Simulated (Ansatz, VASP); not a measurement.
# C (Diamond): VASP beside Ansatz, part 2 of 2

One calculation is typed for both programs; each brings its own data sets and cutoff. How far apart do they land? The cell is taken from a series of VASP runs on this material, whose earlier steps may have relaxed, scaled or displaced it; both programs get it as it stands.

VASP 6.6.1 and Ansatz 0.2.0.

So far. Step 2 (VASP: single point, PBE with D3(BJ)): The run ends at a pressure of 0.03 GPa. Step 3 (Ansatz: single point, PBE with D3(BJ)): The run ends at a pressure of -0.68 GPa.

## 5. VASP: band structure, PBE with D3(BJ)

Level of this step: PBE with D3(BJ); plane waves and PAW (C) (VASP).

The same path points are solved in both programs, so levels can be compared one by one.

Contents of INCAR:

```
SYSTEM = C
PREC = Accurate
ENCUT = 520
EDIFF = 1E-06
NELM = 100
ISMEAR = 0
SIGMA = 0.05
LREAL = .FALSE.
ALGO = Normal
GGA = PE
IVDW = 12
NBANDS = 16
LORBIT = 11
LWAVE = .FALSE.
LCHARG = .FALSE.
KPAR = 2
```

Contents of POSCAR:

```
C
1.0
    0.0000000000      1.7793663622      1.7793663622
    1.7793663622      0.0000000000      1.7793663622
    1.7793663622      1.7793663622      0.0000000000
C
2
Direct
    0.0000000000      0.0000000000      0.0000000000
    0.2500000000      0.2500000000      0.2500000000
```

Contents of KPOINTS:

```
Automatic mesh
0
Gamma
13 13 13
0 0 0
```

Contents of KPOINTS_OPT:

```
Line mode
16
Line-mode
Reciprocal
  0.00000000   0.00000000   0.00000000 GAMMA
  0.50000000   0.00000000   0.50000000 X

  0.50000000   0.00000000   0.50000000 X
  0.50000000   0.25000000   0.75000000 W

  0.50000000   0.25000000   0.75000000 W
  0.37500000   0.37500000   0.75000000 K

  0.37500000   0.37500000   0.75000000 K
  0.00000000   0.00000000   0.00000000 GAMMA

  0.00000000   0.00000000   0.00000000 GAMMA
  0.50000000   0.50000000   0.50000000 L

  0.50000000   0.50000000   0.50000000 L
  0.62500000   0.25000000   0.62500000 U

  0.62500000   0.25000000   0.62500000 U
  0.50000000   0.25000000   0.75000000 W

  0.50000000   0.25000000   0.75000000 W
  0.50000000   0.50000000   0.50000000 L

  0.50000000   0.50000000   0.50000000 L
  0.37500000   0.37500000   0.75000000 K

  0.62500000   0.25000000   0.62500000 U
  0.50000000   0.00000000   0.50000000 X
```

PAW data sets: C (PBE family, release 64).

Launch:

```bash
mpirun -np 2 vasp_std
```

Numbers of over 12 decimals in the logs are rounded to 6 here.

Output:

```text
[banner, memory and clock lines left out]
running    2 mpi-ranks, on    1 nodes
[...]
LDA part: xc-table for (Slater+PW92), standard interpolation
 POSCAR, INCAR and KPOINTS ok, starting setup
[...]
entering main loop
       N       E                     dE             d eps       ncg     rms          rms(c)
DAV:   1     0.282747600206E+01    0.28275E+01   -0.45217E+03  2760   0.496E+02
DAV:   2    -0.185419153755E+02   -0.21369E+02   -0.20701E+02  3576   0.111E+02
DAV:   3    -0.188350536018E+02   -0.29314E+00   -0.29303E+00  3016   0.966E+00
DAV:   4    -0.188352603636E+02   -0.20676E-03   -0.20676E-03  3624   0.328E-01
[...]
DAV:   9    -0.181832125987E+02   -0.15400E-04   -0.29429E-05  3592   0.334E-02    0.238E-02
DAV:  10    -0.181832380374E+02   -0.25439E-04   -0.16937E-05  3096   0.260E-02    0.400E-03
DAV:  11    -0.181832378862E+02    0.15124E-06   -0.13058E-07  2600   0.244E-03
   1 F= -.18568417E+02 E0= -.18568417E+02  d E =-.859165E-13
 Start KPOINTS_OPT (optional k-point list driver)
k-point batch [1-84\160]
       N       E                     dE             ncg
DAV:   1     0.267509014188E+04   -0.24429E+05     2736
DAV:   2     0.858511846263E+03   -0.18166E+04     3520
DAV:   3     0.828493221722E+03   -0.30019E+02     3144
DAV:   4     0.828472105291E+03   -0.21116E-01     3480
DAV:   5     0.828472088244E+03   -0.17047E-04     3184
DAV:   6     0.828472088225E+03   -0.18691E-07     2760
k-point batch [85-160\160]
       N       E                     dE             ncg
DAV:   1     0.474120046131E+04   -0.32472E+05     2488
DAV:   2     0.312378472243E+04   -0.16174E+04     3216
DAV:   3     0.310386112430E+04   -0.19924E+02     3040
DAV:   4     0.310384923291E+04   -0.11891E-01     3248
DAV:   5     0.310384922460E+04   -0.83085E-05     3080
DAV:   6     0.310384922460E+04   -0.61409E-08     2568
```

Parts of OUTCAR (step 5):

```text
 Edisp (eV)   -0.38518

  Total       0.00253     0.00253     0.00253     0.00000    -0.00000     0.00000
  in kB       0.35975     0.35975     0.35975     0.00000    -0.00000     0.00000
  external pressure =        0.36 kB  Pullay stress =        0.00 kB

 POSITION                                       TOTAL-FORCE (eV/Angst)
 -----------------------------------------------------------------------------------
      0.00000      0.00000      0.00000         0.000000      0.000000     -0.000000
      0.88968      0.88968      0.88968        -0.000000     -0.000000      0.000000
 -----------------------------------------------------------------------------------
    total drift:                                0.000000      0.000000      0.000000

  FREE ENERGIE OF THE ION-ELECTRON SYSTEM (eV)
  ---------------------------------------------------
  free  energy   TOTEN  =       -18.5684172864 eV

  energy  without entropy=      -18.5684172864  energy(sigma->0) =      -18.56841729

[... 1 part as in an earlier step ...]

[... 2 further parts left out ...]
[key lines of the parts left out:]
E-fermi :  10.0510
```

The run ends at a pressure of 0.04 GPa.

## 6. Ansatz: band structure, PBE with D3(BJ)

The same cell, functional, mesh and smearing now go to Ansatz, which takes its cutoff from its data sets.

The cell is taken from a series of VASP runs on this material, whose earlier steps may have relaxed, scaled or displaced it; both programs get it as it stands.

Contents of input.yaml:

```yaml
crystal:
  lattice:
    - [0.0, 1.7793663622, 1.7793663622]
    - [1.7793663622, 0.0, 1.7793663622]
    - [1.7793663622, 1.7793663622, 0.0]
  atoms:
    - { symbol: C, position: [0.0, 0.0, 0.0] }
    - { symbol: C, position: [0.25, 0.25, 0.25] }
hamiltonian:
  xc: pbe
  pseudopotentials: { kind: paw }
  dispersion: d3bj
kpoints:
  mp_grid: { grid: [13, 13, 13] }
  band_path:
    path:
      - [0.0, 0.0, 0.0]
      - [0.16667, 0.0, 0.16667]
      - [0.33333, 0.0, 0.33333]
      - [0.36667, 0.0, 0.36667]
      - [0.5, 0.0, 0.5]
      - [0.5, 0.08333, 0.58333]
      - [0.5, 0.18333, 0.68333]
      - [0.5, 0.25, 0.75]
      - [0.45, 0.3, 0.75]
      - [0.40833, 0.34167, 0.75]
      - [0.35, 0.35, 0.7]
      - [0.225, 0.225, 0.45]
      - [0.075, 0.075, 0.15]
      - [0.03333, 0.03333, 0.03333]
      - [0.23333, 0.23333, 0.23333]
      - [0.4, 0.4, 0.4]
      - [0.51667, 0.46667, 0.51667]
      - [0.55833, 0.38333, 0.55833]
      - [0.60833, 0.28333, 0.60833]
      - [0.60833, 0.25, 0.64167]
      - [0.55833, 0.25, 0.69167]
      - [0.51667, 0.25, 0.73333]
      - [0.5, 0.3, 0.7]
      - [0.5, 0.38333, 0.61667]
      - [0.5, 0.48333, 0.51667]
      - [0.475, 0.475, 0.55]
      - [0.425, 0.425, 0.65]
      - [0.38333, 0.38333, 0.73333]
      - [0.59167, 0.18333, 0.59167]
      - [0.55, 0.1, 0.55]
      - [0.5, 0.0, 0.5]
    npoints: 1
scf:
  occupations: { method: gaussian, width: 0.05 }
  n_extra_bands: 7
output:
  forces: true
  stress: true
  eigenvalues: true
  write_density: true
  write_potential: true
  elf: true
  volumetric_format: npy
```

Launch:

```bash
ansatz run input.yaml --threads 2 --pin off --max-ram 4608MiB --backend cpu --events-out ev --progress --plain --runs-dir out
```

Output:

```text
[...]
Crystal: 2 atoms, lattice volume = 11.267 Å³
Basis set: ecut = 420 eV, 229 PW (Γ), exchange–correlation on 36×36×36 points (8 copies of the dense FFT grid, shifted against one another)
Bands: 11, of which v1, the nominal top of the filled ones, is band 4 counted from 1 (3 counted from 0)
Symmetry: 48 space group operations
[...]
k-points: 84 of 2197
[...]
--- Band table (eV; the first three rows and the last of 84) ---
  k-point 0: bands = [-8.1315, 13.4382, 13.4382, 13.4382, 19.0509, 19.0509, 19.0509, 26.8704, ... 3 higher]
  k-point 1: bands = [-7.9669, 12.3657, 13.1570, 13.1570, 19.4190, 19.4190, 19.6865, 27.0083, ... 3 higher]
  k-point 2: bands = [-7.4748, 10.0864, 12.5233, 12.5233, 20.2519, 20.2519, 20.7223, 27.4091, ... 3 higher]
  k-point 83: bands = [0.6152, 2.0707, 4.7280, 5.7130, 23.6625, 23.7584, 25.6005, 26.8980, ... 3 higher]
[key lines of the parts left out:]
SCF converged after 6 iterations
Free energy (F): -501.999255 eV
Fermi energy:    15.520331 eV
P = ⅓ Tr σ = -0.6791 GPa (-6.791 kbar)
```

The job ended after 1.1 s (2 threads of Arm Neoverse N1, shared host; peak memory 0.25 GiB; 1.8 s of CPU time).

## 7. Comparison

The two programs side by side:

```tsv
quantity	Ansatz	VASP	difference
pressure (GPa)	-0.68	0.04	-0.72
pressure without Ansatz's Pulay correction (GPa)	-1.71	0.04	-1.75
gap over the path points (eV)	4.151	4.144	+0.008
```

Levels at points of the path, from each program's valence-band top (eV; 3 filled, then empty):

```tsv
k (reciprocal lattice)	Ansatz	VASP
0.000 0.000 0.000	0.00 0.00 0.00 5.61 5.61 5.61	0.00 0.00 0.00 5.61 5.61 5.61
0.167 0.000 0.167	-2.59 -2.59 -2.25 4.95 9.07 9.07	-2.59 -2.59 -2.24 4.95 9.07 9.07
0.333 0.000 0.333	-7.20 -5.35 -5.35 4.18 7.77 14.12	-7.20 -5.35 -5.35 4.17 7.77 14.12
0.367 0.000 0.367	-8.33 -5.71 -5.71 4.15 6.94 15.00	-8.32 -5.70 -5.70 4.14 6.94 15.01
0.500 0.000 0.500	-12.81 -6.35 -6.35 4.78 4.78 16.90	-12.81 -6.34 -6.34 4.77 4.77 16.91
0.500 0.083 0.583	-12.65 -6.87 -6.87 5.79 5.79 16.37	-12.65 -6.86 -6.86 5.78 5.78 16.38
0.500 0.183 0.683	-12.19 -8.04 -8.04 8.83 8.83 14.09	-12.18 -8.04 -8.04 8.83 8.83 14.10
0.500 0.250 0.750	-12.01 -8.39 -8.39 10.65 10.65 12.39	-12.01 -8.38 -8.38 10.65 10.65 12.41
0.450 0.300 0.750	-11.70 -9.02 -7.05 8.16 10.89 13.22	-11.70 -9.01 -7.04 8.16 10.89 13.23
0.408 0.342 0.750	-11.75 -9.31 -5.81 6.26 10.82 14.12	-11.75 -9.31 -5.80 6.26 10.82 14.13
```

Among the levels compared at these points, filled levels agree within 9 meV and empty ones within 19 meV. Ansatz's pressure holds a Pulay correction of 1.03 GPa; VASP's holds none.

## 8. Results

```
difference in gap on the k mesh (single point, PBE with D3(BJ))          : 0.0083 eV
difference in pressure (single point, PBE with D3(BJ))                   : -0.71 GPa
difference in gap over the path points (band structure, PBE with D3(BJ)) : 0.0079 eV
difference in pressure (band structure, PBE with D3(BJ))                 : -0.72 GPa
```

**Reading.** The difference in pressure is -0.72 GPa (band structure, PBE with D3(BJ)), within the 1 GPa picked in this series as the mark of a large difference. How closely two codes agree says nothing of how well the functional describes the real material.

[Lines on the potential files, build, host, timing and source positions are cut from VASP's logs without a mark.]

[Logs are printed without paths, hosts, clocks, repeated set-up lines and the standing remarks that a program may print on its own settings, such as how far it seeks lower states.]

[Hosts, paths, dates, database ids (printed as entryN), source tags and the programs' standing remarks are cut or masked in the printed files.]
